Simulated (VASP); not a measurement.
An input for Quantum ESPRESSO's pw.x (written as the equivalent of a VASP run, and not itself run):

```
&CONTROL
  calculation = 'vc-relax'
  pseudo_dir = './pseudo'
  outdir = './out'
  tprnfor = .true.
  tstress = .true.
  nstep = 40
  forc_conv_thr = 0.00078
/
&SYSTEM
  ibrav = 0
  nat = 6
  ntyp = 2
  ecutwfc = 84
  occupations = 'smearing'
  smearing = 'gaussian'
  degauss = 0.003675
  input_dft = 'pbesol'
/
&ELECTRONS
  conv_thr = 7.3e-08
  electron_maxstep = 100
/
&IONS
/
&CELL
  press = 300
/
ATOMIC_SPECIES
  Ti 47.867 Ti.upf
  O 15.999 O.upf
CELL_PARAMETERS angstrom
     4.4599421    0.0000000    0.0000000
     0.0000000    4.4599421    0.0000000
     0.0000000    0.0000000    2.8941321
ATOMIC_POSITIONS crystal
  Ti   0.0000000  0.0000000  0.0000000
  Ti   0.5000000  0.5000000  0.5000000
  O    0.3021958  0.3021958  0.0000000
  O    0.8021958  0.1978042  0.5000000
  O    0.1978042  0.8021958  0.5000000
  O    0.6978042  0.6978042  0.0000000
K_POINTS automatic
  5 5 8 0 0 0
```

Question: Write the VASP files for the same calculation (PBEsol).

Answer: Several could match; the one computed here: 
POSCAR:
```
TiO2
1.0
  4.4599421032   0.0000000000   0.0000000000
  0.0000000000   4.4599421032   0.0000000000
  0.0000000000   0.0000000000   2.8941321110
Ti O
2 4
direct
  0.0000000000   0.0000000000   0.0000000000
  0.5000000000   0.5000000000   0.5000000000
  0.3021958335   0.3021958335   0.0000000000
  0.8021958335   0.1978041665   0.5000000000
  0.1978041665   0.8021958335   0.5000000000
  0.6978041665   0.6978041665   0.0000000000
```

KPOINTS:
```
K-points
0
gamma
  5 5 8
```

### INCAR
```
SYSTEM = TiO2
PSTRESS = 300   # kbar
LWAVE = F
ALGO = Normal
PREC = Accurate
LCHARG = F
NELM = 100
ENCUT = 620   # plane-wave cut-off (eV)
ISIF = 3
IBRION = 2   # conjugate gradients
GGA = PS
LASPH = T   # aspherical one-centre terms
NSW = 40
LREAL = F   # projection in real space or not
EDIFFG = -0.02
EDIFF = 1E-6
LMAXMIX = 4
ISMEAR = 0
SIGMA = 0.05
```

POTCAR, in this order: Ti_sv O (PBE.64 set). Program: vasp_std.

Limits of the translation: the potentials are each code's own (VASP's PAW set, PseudoDojo norm-conserving files in pw.x), so ENCUT and ecutwfc are chosen apart and not converted; conv_thr bounds pw.x's estimated SCF error, while EDIFF bounds the energy change between steps; forc_conv_thr acts on force components and is met together with etot_conv_thr.

The compound is TiO2 in the rutile structure. This run relaxes it under an external pressure of 30 GPa. Symmetry was kept, so distortions that lower it aren't found.
